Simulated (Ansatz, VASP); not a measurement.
**Cross-check of Rb2H6Pt between VASP and Ansatz**

One calculation is typed for both programs; each brings its own data sets. How far apart do they land? The cell is taken from a series of runs on this material, whose earlier steps may have relaxed, scaled, displaced or heated it; both programs get it as it stands.

Program: Ansatz 0.2.0. Level of theory: plane waves, with VASP 6.6.1 beside it; G0W0 gap at LDA. Results are calculated unless marked as measured.

## Step 1: The structure

It takes space group Fm-3m (No. 225, cubic). Conventional cell: a = 8.522 Å, b = 8.522 Å, c = 8.522 Å, α = 90.00°, β = 90.00°, γ = 90.00°. Nearest to Rb lie 12 H at 3.05 Å. Nearest to H lie 1 Pt at 1.64 Å and 4 H at 2.32 Å and 4 Rb at 3.05 Å. Nearest to Pt lie 6 H at 1.64 Å. Farther neighbours are not listed.

## Step 2: Ansatz: G0W0 gap, LDA

Ansatz runs on its default PAW (the set named soft_2) files.

Quasiparticle shifts depend on high empty states and on the cores, so they are the hardest test of two PAW sets.

input.yaml reads:

```yaml
crystal:
  lattice:
    - [0.0, 4.26079592, 4.26079592]
    - [4.26079592, 0.0, 4.26079592]
    - [4.26079592, 4.26079592, 0.0]
  atoms:
    - { symbol: Rb, position: [0.75, 0.75, 0.75] }
    - { symbol: Rb, position: [0.25, 0.25, 0.25] }
    - { symbol: H, position: [0.80730534, 0.80730534, 0.19269466] }
    - { symbol: H, position: [0.19269466, 0.80730534, 0.19269466] }
    - { symbol: H, position: [0.80730534, 0.19269466, 0.19269466] }
    - { symbol: H, position: [0.19269466, 0.19269466, 0.80730534] }
    - { symbol: H, position: [0.80730534, 0.19269466, 0.80730534] }
    - { symbol: H, position: [0.19269466, 0.80730534, 0.80730534] }
    - { symbol: Pt, position: [0.0, 0.0, 0.0] }
kpoints:
  mp_grid: { grid: [2, 2, 2] }
hamiltonian:
  xc: lda
scf:
  occupations: { method: fixed }
gw:
  n_empty_bands: 102
  ecut_chi: 114.29
  qp_bands: [v2, c2]
  qp_kpoints: [[0.5, 0.5, 0.0], [0.0, 0.0, 0.0]]
  screening: { model: contour_deformation }
```

Run with:

```
ansatz run input.yaml --threads 4 --pin off --max-ram 7372MiB --backend cpu --events-out ev --progress --plain --runs-dir out
```

Numbers of over 12 decimals in the logs are rounded to 6 here.

The program printed:

```text
Engine: ansatz 0.2.0, aarch64-unknown-linux-gnu
Pseudopotentials: kind: paw
Pseudopotential: Rb, paw, valence charge 9, recommended cutoff 420 eV (normal), Rb.paw.azcp
Pseudopotential: H, paw, valence charge 1, recommended cutoff 420 eV (normal), H.paw.azcp
Pseudopotential: Pt, paw, valence charge 18, recommended cutoff 420 eV (normal), Pt.paw.azcp
Functional definition: SPW92
  exchange = slater_x
  correlation = pw_c
Crystal: 9 atoms, lattice volume = 154.704 Å³
Basis set: ecut = 420 eV, 2975 PW (Γ)
Bands: 30, of which v1, the nominal top of the filled ones, is band 21 counted from 1 (20 counted from 0)
Symmetry: 48 space group operations
Space group: Fm-3m (ITA 225), of the structure as read, at distance tolerance 5.4e-5 Å
k-points: 3 of 8
Non-local potential: Rb, projectors of the file, l = 0: 3, l = 1: 2, l = 2: 2
Non-local potential: H, projectors of the file, l = 0: 2, l = 1: 1
Non-local potential: Pt, projectors of the file, l = 0: 3, l = 1: 2, l = 2: 2, l = 3: 1
PAW form: soft (Blöchl's): semilocal exchange-correlation on the pseudo side does not see the compensation charge
PAW frozen core: Rb, regenerated for the run's functional, and the local potential with it (the file was generated under x = pbe(κ = 0.804, μ = 0.219515), c = pbe(β = 0.066725))
PAW frozen core: Pt, regenerated for the run's functional, and the local potential with it (the file was generated under x = pbe(κ = 0.804, μ = 0.219515), c = pbe(β = 0.066725))
PAW one-centre angular grid: Rb, 110 points (default); XC on 64 Gauss nodes
PAW one-centre angular grid: H, 110 points (default); XC on 64 Gauss nodes
PAW one-centre angular grid: Pt, 590 points (default); XC on 64 Gauss nodes
Initial density: superposition of atomic densities (neutral atoms: chi_scale 0, normalization atom), corrected by the library's trained network
Initial wavefunctions: pseudopotential atomic-orbital guess
Functional: x = slater, c = lda
SCF iter   1: F=—  HF=-18684.012418 eV  |F-HF|=—  |Δ(HF+E_count)|=         —  Δρ=9.01e-3  dr2=9.16e-2  ethr=1.77e-3  ⟨swp⟩=5.0  Hψ=334  notcnv=0  defer=20
preconditioner: auto → Resta (q_TF=auto, 2.195 Å⁻¹)  ε∞=3.0  [insulator: Δε(μ)=3.685 eV  Ē_g=11.647 eV  n_scr=26 (ndim 8)  ℏωp=16.4 eV  f_vac=0.155  ε∞_Penn≈3.0]
SCF iter   2: F=—  HF=-18683.990906 eV  |F-HF|=—  |Δ(HF+E_count)|=   2.15e-2  Δρ=4.03e-3  dr2=2.24e-2  ethr=2.18e-4  ⟨swp⟩=2.0  Hψ=119  notcnv=0  defer=20
SCF iter   3: F=—  HF=-18683.986120 eV  |F-HF|=—  |Δ(HF+E_count)|=   4.79e-3  Δρ=1.85e-3  dr2=7.51e-3  ethr=5.32e-5  ⟨swp⟩=2.7  Hψ=116  notcnv=0  defer=21
SCF iter   4: F=—  HF=-18683.984642 eV  |F-HF|=—  |Δ(HF+E_count)|=   1.48e-3  Δρ=3.72e-4  dr2=1.62e-4  ethr=1.79e-5  ⟨swp⟩=2.0  Hψ=113  notcnv=0  defer=19
SCF iter   5: F=—  HF=-18683.984730 eV  |F-HF|=—  |Δ(HF+E_count)|=   8.80e-5  Δρ=6.79e-5  dr2=9.08e-6  ethr=3.85e-7  ⟨swp⟩=2.7  Hψ=133  notcnv=0  defer=18
SCF iter   6: F=—  HF=-18683.984729 eV  |F-HF|=—  |Δ(HF+E_count)|=   1.15e-6  Δρ=1.02e-5  dr2=1.86e-7  ethr=2.16e-8  ⟨swp⟩=2.7  Hψ=129  notcnv=0  defer=10
SCF iter   7: F=-18683.984729 eV  HF=-18683.984729 eV  |F-HF|=5.96e-9  |Δ(HF+E_count)|=   1.14e-7  Δρ=2.34e-6  dr2=1.24e-8  ethr=2.38e-10  ⟨swp⟩=10.7  Hψ=439  notcnv=0
SCF 1 converged in 7 iterations: F = -18683.984729 eV  dr2 = 1.24e-8
  greatest PAW one-centre occupation: 1.000 electrons in one spin orbital (limit 2), on the Pt atom at site 8 (counted from 0), in its partial waves of l = 0
NSCF: frozen V_eff on 3 k-points
G₀W₀ screening: q 1/3
[... further progress lines ...]
NSCF: frozen V_eff on 1 k-points
NSCF: frozen V_eff on 1 k-points
SCF converged after 7 iterations
Free energy (F): -18683.984729 eV
Harris-Foulkes:  -18683.984729 eV  (|F-HF|=5.96e-9)
Internal energy: -18683.984729 eV  (E = F + TS)
E sigma→0 (E₀):  -18683.984729 eV
Fermi energy:    1.527936 eV
--- Per-component energies (eV) ---
  E_band       = -667.164632
  E_kinetic    = 1101.659813
  E_local      = -4893.071209  (includes V_loc(G=0)·N_el)
  E_nonlocal   = 564.281109
  E_hartree    = 1790.844735
  E_xc         = -572.110066
  E_vxc        = -645.437670  (∫ρ·V_xc dr)
  E_paw        = -14225.882636  (= ΣΔE_a)
  E_vpaw       = -376.275417  (= ΣTr[D̂ρ^β])
  E_aug_tail   = -0.006747  (compensation charges beyond the density's cutoff)
  E_ewald      = -2450.706116
  E_core_change = 1.006388  (= ΣΔE_core)
  E_smearing   = -0.000000  (= −TS)
  E_closure    = 0.000000  (closes the sum)
  Σ components = -18683.984729   (vs F -18683.984729, Δ=0.00e0)
--- Band table (eV) ---
  k-point 0: bands = [... 17 lower, 0.7729, 1.2158, 1.2158, 1.2158, 6.0658, 7.0076, 7.0076, 10.1387, ... 5 higher]
  k-point 1: bands = [... 17 lower, 0.7542, 0.8191, 1.4776, 1.4776, 6.8403, 6.8403, 7.6921, 7.7907, ... 5 higher]
  k-point 2: bands = [... 17 lower, 0.7468, 0.7941, 1.5279, 1.5279, 5.2990, 7.5342, 8.2484, 8.4147, ... 5 higher]
--- G₀W₀: contour deformation, 6 samples at zero and on the imaginary axis and 1 off it, 8 q-points, 102 empty bands' worth ---
  eigenvalues of the whole cell's RPA ε∞ on this k-mesh (on a slab, of 1 + 4πα/V) = 2.8169, 2.8169, 2.8169; static W/v taken at q = 0 is 0.355003
    ik  band        ε_KS         Σx   Σc(E_QP)       V_xc       Z   E_QP_lin       E_QP  E_QP is
     0    20      1.2158   -15.2161     2.3748   -11.6400  0.7910    -0.0073     0.0146  root
     0    21      1.2158   -15.2161     2.3748   -11.6400  0.7910    -0.0073     0.0146  root
     0    22      6.0658    -3.9175    -3.1068    -8.1043  0.8396     7.1613     7.1458  root
     0    23      7.0076    -8.9176    -2.9519   -13.4916  0.8223     8.6673     8.6296  root
     2    20      1.5279   -15.9735     2.3834   -12.4064  0.7928     0.3240     0.3444  root
     2    21      1.5279   -15.9735     2.3834   -12.4064  0.7928     0.3240     0.3444  root
     2    22      5.2990    -7.2453    -2.5850   -11.0136  0.8318     6.4996     6.4823  root
     2    23      7.5342    -5.5232    -3.1764   -10.0926  0.8346     8.9554     8.9272  root
```

## Step 3: VASP: G0W0 gap, LDA

The same cell, functional (in two slightly different forms) and mesh now go to VASP, with its own data sets.

Lines of VASP's logs that name or quote its potential files are left out, and so is its time.

The run reads the wave functions of an earlier VASP run, which isn't shown here.

INCAR reads:

```
SYSTEM = Rb2H6Pt
PREC = Accurate
ENCUT = 340
ISMEAR = 0
SIGMA = 0.01
LREAL = .FALSE.
GGA = CA
NBANDS = 123
LASPH = .TRUE.
ALGO = EVGW0
NELMGW = 1
ENCUTGW = 114.29
NOMEGA = 64
PRECFOCK = Fast
NBANDSGW = 29
LWAVE = .FALSE.
LCHARG = .FALSE.
```

POSCAR reads:

```
Rb2H6Pt
1.0
    0.0000000000      4.2607959200      4.2607959200
    4.2607959200      0.0000000000      4.2607959200
    4.2607959200      4.2607959200      0.0000000000
Rb H Pt
2 6 1
Direct
    0.7500000000      0.7500000000      0.7500000000
    0.2500000000      0.2500000000      0.2500000000
    0.8073053400      0.8073053400      0.1926946600
    0.1926946600      0.8073053400      0.1926946600
    0.8073053400      0.1926946600      0.1926946600
    0.1926946600      0.1926946600      0.8073053400
    0.8073053400      0.1926946600      0.8073053400
    0.1926946600      0.8073053400      0.8073053400
    0.0000000000      0.0000000000      0.0000000000
```

KPOINTS reads:

```
Automatic mesh
0
Gamma
2 2 2
0 0 0
```

The projector-augmented-wave data sets are Rb_sv_GW, H_GW and Pt_sv_GW (LDA family, release 64).

Run with:

```
export OMP_NUM_THREADS=3
mpirun -np 1 vasp_std
```

The program printed:

```text
[banner, memory and clock lines left out]
running    1 mpi-ranks, on    1 nodes
 distrk:  each k-point on    1 cores,    1 groups
 distr:  one band on    1 cores,    1 groups
 Offloading initialized ...    1 GPUs detected
 POSCAR found type information on POSCAR RbH Pt
 POSCAR found :  3 types and       9 ions
|                                                                             |
|           W    W    AA    RRRRR   N    N  II  N    N   GGGG   !!!           |
|           W    W   A  A   R    R  NN   N  II  NN   N  G    G  !!!           |
|           W    W  A    A  R    R  N N  N  II  N N  N  G       !!!           |
|           W WW W  AAAAAA  RRRRR   N  N N  II  N  N N  G  GGG   !            |
|           WW  WW  A    A  R   R   N   NN  II  N   NN  G    G                |
|           W    W  A    A  R    R  N    N  II  N    N   GGGG   !!!           |
|                                                                             |
|     The default for ENCUTGWSOFT is different in this version of VASP.       |
|     please manually set ENCUTGWSOFT =114.29 in the INCAR file.              |
|                                                                             |

 LDA part: xc-table for (Slater(with rela. corr.)+CA(PZ))
 , standard interpolation
 found WAVECAR, reading the header
 POSCAR, INCAR and KPOINTS ok, starting setup
 FFT: planning ... GRIDC
 FFT: planning ... GRID_SOFT
 FFT: planning ... GRID
 reading WAVECAR
 the WAVECAR file was read successfully
 initial charge from wavefunction
 available memory per node:   1571.59 GB, setting MAXMEM to   1609308

 The Fermi energy was updated, please check that it is located mid-gap
 values below the HOMO (VB) or above the LUMO (CB) will cause erroneous energies
 E-fermi :   0.4801

 calculate exact exchange contribution
 the WAVEDER file was read successfully
energies w=
    0.000    0.000    1.602    0.000    3.200    0.000    4.792    0.000
    6.375    0.000    7.946    0.000    9.504    0.000   11.045    0.000
   12.569    0.000   14.075    0.000   15.561    0.000   17.028    0.000
   18.477    0.000   19.907    0.000   21.319    0.000   22.714    0.000
   24.095    0.000   25.462    0.000   26.817    0.000   28.162    0.000
   29.499    0.000   30.830    0.000   32.159    0.000   33.486    0.000
   34.815    0.000   36.149    0.000   37.490    0.000   38.842    0.000
   40.207    0.000   41.589    0.000   42.993    0.000   44.420    0.000
   45.877    0.000   47.367    0.000   48.896    0.000   50.469    0.000
   52.092    0.000   53.771    0.000   55.515    0.000   57.331    0.000
   59.230    0.000   61.221    0.000   63.317    0.000   65.531    0.000
   67.880    0.000   70.382    0.000   73.059    0.000   75.937    0.000
   79.044    0.000   82.417    0.000   86.099    0.000   90.142    0.000
   94.609    0.000   99.578    0.000  105.148    0.000  111.441    0.000
  118.618    0.000  126.885    0.000  136.517    0.000  147.889    0.000
  161.519    0.000  178.153    0.000  198.902    0.000  225.487    0.000
 responsefunction array rank=     444
 LDA part: xc-table for (Slater(with rela. corr.)+CA(PZ))
 , standard interpolation

 min. memory requirement per mpi rank    535.8 MB, per node    535.8 MB

 allocating  64 responsefunctions rank=   444
 shmem allocating  64 responsefunctions rank=   444
 response function shared by NCSHMEM nodes    1
 Doing            64  frequencies on each core in blocks of            64
NQ=   1    0.0000    0.0000    0.0000,
|.........|.........|.........|.........|.........|.........|.........|.........
 performed         55000 updates of chi_q(r,r)
 total number of BLAS operations         75.24 Gflops
NQ=   2    0.5000    0.0000    0.0000,
|.........|.........|.........|.........|.........|.........|.........|.........
 performed        146000 updates of chi_q(r,r)
 total number of BLAS operations        212.88 Gflops
NQ=   3    0.5000    0.5000    0.0000,
|.........|.........|.........|.........|.........|.........|.........|.........
 performed        230000 updates of chi_q(r,r)
 total number of BLAS operations        345.68 Gflops
 resolving degeneracies of screened two electron integrals

 calculate QP shifts <psi_nk| G(iteration)W_0 |psi_nk>: iteration 1
 entering main loop
```

Parts of OUTCAR (step 3):

```text
ion  position               nearest neighbor table
   1  0.750  0.750  0.750-
   2  0.250  0.250  0.250-
   3  0.807  0.807  0.193-   9 1.64
   4  0.193  0.807  0.193-   9 1.64
   5  0.807  0.193  0.193-   9 1.64
   6  0.193  0.193  0.807-   9 1.64
   7  0.807  0.193  0.807-   9 1.64
   8  0.193  0.807  0.807-   9 1.64
   9  0.000  0.000  0.000-   3 1.64   4 1.64   5 1.64   6 1.64   7 1.64   8 1.64

  LATTYP: Found a face centered cubic cell.
 ALAT       =     8.5215918400

 Subroutine GETGRP returns: Found 48 space group operations
 (whereof 48 operations were pure point group operations)

The static configuration has the point symmetry O_h .

 Found      3 irreducible k-points:

   k-points           NKPTS =      3   k-points in BZ     NKDIM =      8   number of bands    NBANDS=    123

   dimension x,y,z NGX =    36 NGY =   36 NGZ =   36
   dimension x,y,z NGXF=    72 NGYF=   72 NGZF=   72

   ENCUT  =  340.0 eV  24.99 Ry    5.00 a.u.   9.06  9.06  9.06*2*pi/ulx,y,z

   NELECT =      42.0000    total number of electrons

  energy-cutoff  :      340.00
  volume of cell :      154.70
      direct lattice vectors                 reciprocal lattice vectors
     0.000000000  4.260795920  4.260795920    -0.117348967  0.117348967  0.117348967
     4.260795920  0.000000000  4.260795920     0.117348967 -0.117348967  0.117348967
     4.260795920  4.260795920  0.000000000     0.117348967  0.117348967 -0.117348967

 k-points in reciprocal lattice and weights: Automatic mesh
   0.00000000  0.00000000  0.00000000       0.125
   0.50000000  0.00000000  0.00000000       0.500
   0.50000000  0.50000000  0.00000000       0.375

 E-fermi :   0.4801

 QP shifts <psi_nk| G(iteration)W_0 |psi_nk>: iteration 1
 for sc-GW calculations column KS-energies equals QP-energies in previous step
 and V_xc(KS)=  KS-energies - (<T + V_ion + V_H > + <T+V_H+V_ion>^1  + <V_x>^1)
 k-point   1 :       0.0000    0.0000    0.0000
  band No.  KS-energies  QP-energies   sigma(KS)   V_xc(KS)     V^pw_x(r,r')   Z            occupation Imag(sigma)
    ...
     18      -2.1879      -3.0389     -20.4697     -19.3819     -24.6471       0.7824       2.0000       0.4639
     19      -1.7010      -2.9978     -12.6746     -11.0615     -14.6233       0.8039       2.0000       0.3046
     20      -1.7010      -2.9978     -12.6746     -11.0615     -14.6233       0.8039       2.0000       0.3046
     21      -1.7010      -2.9978     -12.6746     -11.0615     -14.6233       0.8039       2.0000       0.3046
     22       3.1501       4.3500      -5.8750      -7.2882      -3.1348       0.8491       0.0000      -0.2736
     23       4.0486       5.7731      -9.3219     -11.4040      -6.8862       0.8282       0.0000      -0.2710
     24       4.0486       5.7731      -9.3219     -11.4040      -6.8862       0.8282       0.0000      -0.2710
     25       7.1982       8.6037      -6.0082      -7.6645      -3.0658       0.8486       0.0000      -0.4001
    ...

 k-point   2 :       0.5000    0.0000    0.0000
  band No.  KS-energies  QP-energies   sigma(KS)   V_xc(KS)     V^pw_x(r,r')   Z            occupation Imag(sigma)
    ...
     18      -2.2065      -3.0573     -20.4150     -19.3248     -24.5879       0.7805       2.0000       0.4647
     19      -2.0979      -3.4207     -12.2468     -10.6115     -14.1365       0.8089       2.0000       0.3053
     20      -1.4338      -2.7108     -13.0398     -11.4532     -15.0049       0.8048       2.0000       0.2969
     21      -1.4338      -2.7108     -13.0398     -11.4532     -15.0049       0.8048       2.0000       0.2969
     22       3.8843       5.4689      -9.2080     -11.1199      -6.8637       0.8289       0.0000      -0.2670
     23       3.8843       5.4689      -9.2080     -11.1199      -6.8637       0.8289       0.0000      -0.2670
     24       4.7625       6.1992      -6.6293      -8.3381      -3.8095       0.8408       0.0000      -0.2940
     25       4.8482       6.0084      -5.5377      -6.9062      -2.7976       0.8477       0.0000      -0.3311
    ...

 k-point   3 :       0.5000    0.5000    0.0000
  band No.  KS-energies  QP-energies   sigma(KS)   V_xc(KS)     V^pw_x(r,r')   Z            occupation Imag(sigma)
    ...
     18      -2.2138      -3.0609     -20.4107     -19.3180     -24.5880       0.7752       2.0000       0.4657
     19      -2.1242      -3.4262     -12.1467     -10.5324     -14.0365       0.8065       2.0000       0.3107
     20      -1.3839      -2.6673     -13.1673     -11.5776     -15.1339       0.8074       2.0000       0.2935
     21      -1.3839      -2.6673     -13.1673     -11.5776     -15.1339       0.8074       2.0000       0.2935
     22       2.3441       3.6162      -7.8460      -9.3660      -5.6409       0.8369       0.0000      -0.2402
     23       4.5869       6.1247      -6.9230      -8.7458      -4.1948       0.8436       0.0000      -0.2843
     24       5.2973       6.9542      -6.0700      -8.0386      -3.0984       0.8417       0.0000      -0.3112
     25       5.4635       7.2688     -11.3702     -13.5869      -8.9677       0.8144       0.0000      -0.3124
    ...
```

## Step 4: Side by side

Known differences besides the potentials themselves: the two LDA forms differ slightly; fixed occupations in Ansatz, narrow Gaussian smearing in VASP; the cutoff is 420 eV in Ansatz and 340 eV in VASP; VASP's log shows a relativistic correction to its local exchange, Ansatz's none; Ansatz integrates over frequency by contour deformation, VASP on a grid of NOMEGA points; Ansatz's G0W0 levels solve the quasiparticle equation, VASP's are linearised. Total energies have different zeros and are not compared.

Compared:

| quantity | Ansatz | VASP | difference |
| --- | --- | --- | --- |
| G0W0 gap on the mesh (eV) | 6.14 | 6.28 | -0.15 |
| Kohn-Sham gap under it (eV) | 3.77 | 3.73 | +0.04 |

## Step 5: Outcome

| Item | Value |
| --- | --- |
| difference in G0W0 gap on the mesh (G0W0 gap, LDA) | -0.15 eV |

In words: The difference in G0W0 gap on the mesh is -0.15 eV (G0W0 gap, LDA). How closely two codes agree says nothing of how well the functional describes the real material.

[Lines on the potential files, build, host, timing and source positions are cut from VASP's logs without a mark.]

[Logs are printed without paths, hosts, clocks, repeated set-up lines and the standing remarks that a program may print on its own settings, such as how far it seeks lower states.]

[Hosts, paths, dates, database ids (printed as entryN), source tags and the programs' standing remarks are cut or masked in the printed files.]
